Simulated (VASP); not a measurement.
Calculation: optB86b-vdW, VASP's PBE PAW potentials (set 64) (plane waves; VASP 6.6.1).

Input for VASP

INCAR:
```
SYSTEM = CsPbCl3
PREC = Accurate
ENCUT = 520
EDIFF = 1E-7
NELM = 100
ALGO = Normal
LREAL = .FALSE.
LASPH = .TRUE.
ISMEAR = -5
GGA = MK
PARAM1 = 0.1234
PARAM2 = 1.0
LUSE_VDW = .TRUE.
AGGAC = 0.0
LMAXMIX = 4
LWAVE = .FALSE.
LCHARG = .TRUE.
LORBIT = 11
NEDOS = 601
ISIF = 2
LEFG = .TRUE.
```

File POSCAR:
```
CsPbCl3
1
    5.6385164995     0.0000000000     0.0000000000
    0.0000000000     5.6385164995     0.0000000000
   -0.0000000000     0.0000000000     5.6385164995
Cs Pb Cl
1 1 3
Direct
  0.0000000000   0.0000000000   0.0000000000
  0.5000000000   0.5000000000   0.5000000000
  0.5000000000   0.0000000000   0.5000000000
  0.0000000000   0.5000000000   0.5000000000
  0.5000000000   0.5000000000   0.0000000000
```

File KPOINTS:
```
Automatic mesh
0
Gamma
5 5 5
0 0 0
```

POTCAR, in this order: Cs_sv Pb_d Cl (PBE.64 set). Program: vasp_std.

Output

### OSZICAR
```
       N       E                     dE             d eps       ncg     rms          rms(c)
DAV:   1     0.432910577005E+03    0.43291E+03   -0.19556E+04   520   0.154E+03
DAV:   2     0.404630620560E+02   -0.39245E+03   -0.38346E+03   672   0.352E+02
DAV:   3    -0.556882612733E+01   -0.46032E+02   -0.45846E+02   590   0.131E+02
DAV:   4    -0.748517422104E+01   -0.19163E+01   -0.19139E+01   752   0.343E+01
DAV:   5    -0.751494353631E+01   -0.29769E-01   -0.29759E-01   652   0.374E+00    0.497E+00
DAV:   6    -0.671487509658E+01    0.80007E+00   -0.18111E+00   750   0.151E+01    0.325E+00
DAV:   7    -0.667987498518E+01    0.35000E-01   -0.62158E-01   756   0.482E+00    0.176E+00
DAV:   8    -0.669163169752E+01   -0.11757E-01   -0.85782E-02   764   0.253E+00    0.291E-01
DAV:   9    -0.668961389544E+01    0.20178E-02   -0.22951E-02   790   0.122E+00    0.124E-01
DAV:  10    -0.669017265280E+01   -0.55876E-03   -0.23338E-03   654   0.330E-01    0.349E-02
DAV:  11    -0.669022304817E+01   -0.50395E-04   -0.13795E-04   766   0.100E-01    0.139E-02
DAV:  12    -0.669022748229E+01   -0.44341E-05   -0.22237E-05   684   0.619E-02    0.858E-03
DAV:  13    -0.669022653057E+01    0.95172E-06   -0.47978E-06   754   0.115E-02    0.215E-03
DAV:  14    -0.669022663672E+01   -0.10615E-06   -0.47629E-07   558   0.631E-03    0.724E-04
DAV:  15    -0.669022667850E+01   -0.41773E-07   -0.38324E-08   420   0.247E-03
   1 F= -.66902267E+01 E0= -.66902267E+01  d E =0.000000E+00
```

OUTCAR:
```
------------------------ aborting loop because EDIFF is reached ----------------------------------------
  FORCE on cell =-STRESS in cart. coord.  units (eV):
  Direction    XX          YY          ZZ          XY          YZ          ZX
  --------------------------------------------------------------------------------------
  Total       -0.0445711     -0.0445711     -0.0445711      0.0000000      0.0000000     -0.0000000
  in kB       -0.3983543     -0.3983543     -0.3983543      0.0000000      0.0000000     -0.0000000
  external PRESSURE =      -0.3983543 kB  Pullay stress =       0.0000000 kB
  volume of cell :      179.26
      direct lattice vectors                 reciprocal lattice vectors
     5.638516499  0.000000000  0.000000000     0.177351614  0.000000000  0.000000000
     0.000000000  5.638516499  0.000000000     0.000000000  0.177351614  0.000000000
     0.000000000  0.000000000  5.638516499     0.000000000  0.000000000  0.177351614
 POSITION                                       TOTAL-FORCE (eV/Angst)
 -----------------------------------------------------------------------------------
      0.00000      0.00000      0.00000         0.000000      0.000000      0.000000
      2.81926      2.81926      2.81926         0.000000      0.000000      0.000000
      2.81926      0.00000      2.81926         0.000000      0.000000      0.000000
      0.00000      2.81926      2.81926         0.000000      0.000000      0.000000
      2.81926      2.81926      0.00000         0.000000      0.000000      0.000000
 -----------------------------------------------------------------------------------
    total drift:                                0.000000     -0.000000     -0.000000
  FREE ENERGIE OF THE ION-ELECTRON SYSTEM (eV)
  ---------------------------------------------------
  free  energy   TOTEN  =        -6.6902266785 eV

  energy  without entropy=       -6.6902266785  energy(sigma->0) =       -6.69022668

 total charge

# of ion       s       p       d       tot
------------------------------------------
    1        1.824   4.691   0.011   6.526
    2        1.511   0.437   9.858  11.806
    3        1.606   3.516   0.000   5.121
    4        1.606   3.516   0.000   5.121
    5        1.606   3.516   0.000   5.121
--------------------------------------------------
tot          8.152  15.675   9.869  33.696

 Electric field gradients after diagonalization (V/A^2)
 (convention: |V_zz| > |V_xx| > |V_yy|)
----------------------------------------------------------------------
 ion       V_xx      V_yy      V_zz     asymmetry (V_yy - V_xx)/ V_zz
----------------------------------------------------------------------
   1      -0.000    -0.000    -0.000      -0.027
   2       0.000     0.000    -0.000       0.290
   3     -41.212   -41.212    82.423       0.000
   4     -41.212   -41.212    82.423       0.000
   5     -41.212   -41.212    82.423       0.000
```
(Selected blocks of OUTCAR.)

The compound is CsPbCl3 in the cubic perovskite structure, the ideal cubic form; the compound distorts at low or room temperature. It was relaxed first.
